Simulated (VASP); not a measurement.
Here is the system:

```
CELL_PARAMETERS angstrom
      0.00000     1.78542     1.78542
      1.78542     0.00000     1.78542
      1.78542     1.78542     0.00000
ATOMIC_POSITIONS crystal
  C  0.00000 0.00000 0.00000
  C  0.25000 0.25000 0.25000
```

Method: LDA (Ceperley-Alder, Perdew-Zunger), VASP's LDA PAW potentials (set 64) (plane waves; VASP 6.6.1). Settings: 520 eV cut-off, 13×13×13 Γ-centred mesh, Gaussian smearing of 0.050 eV, potentials C.

Predict the energy per atom (σ→0), pressure.

```yaml
energy per atom (σ→0): -10.116 eV/atom
pressure: -13.08 GPa
```

The compound is C in the diamond structure. This cell is one point of a volume scan, at 1.03 of the reference volume.
